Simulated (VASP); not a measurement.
Here is the system:

```xyz
2
Lattice="0.0000 1.7494 1.7494 1.7494 0.0000 1.7494 1.7494 1.7494 0.0000" Properties=species:S:1:pos:R:3 pbc="T T T"
C      0.0000     0.0000     0.0000
C      0.8747     0.8747     0.8747
```

Calculation: TPSS meta-GGA, VASP's PBE PAW potentials (set 64) (plane waves; VASP 6.6.1). Numerical set-up: 520 eV cut-off, 13×13×13 Γ-centred mesh, Gaussian smearing of 0.050 eV, potentials C.

Question: Estimate the energy per atom (σ→0), pressure.

Answer: 
```json
{
  "energy per atom (σ→0)": "-10.418 eV/atom",
  "pressure": "29.98 GPa"
}
```

The compound is C in the diamond structure. This cell is one point of a volume scan, at 0.94 of the reference volume.
